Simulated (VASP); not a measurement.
Data:

```
ScB
1.0
    0.00000     2.44531     2.44531
    2.44531     0.00000     2.44531
    2.44531     2.44531     0.00000
Sc B
1 1
Direct
  0.00000   0.00000   0.00000
  0.50000   0.50000   0.50000
```

All values below come from PBEsol GGA, VASP's PBE PAW potentials (set 64) (plane waves; VASP). Settings: 520 eV cut-off, Gaussian smearing of 0.050 eV, potentials Sc_sv B.

Question: Give the energies of bands 5 to 10 at the high-symmetry points, in eV from the Fermi level.

Answer: 
```tsv
band	Γ	X	U	L	W
5	-8.14	-5.51	-5.07	-4.77	-4.98
6	2.41	-1.58	-1.41	-3.42	-1.16
7	2.41	0.34	-1.36	-0.37	-1.16
8	2.41	1.68	0.49	-0.37	-0.45
9	3.32	1.68	2.99	4.42	4.23
10	3.33	4.21	4.60	4.42	4.23
```

It has no gap at this level: it comes out as a metal or semimetal.

The structure was generated: ScB was put into the rock salt type (Fm-3m), which need not be its known phase. It was relaxed first, which changed the volume by -29 %.
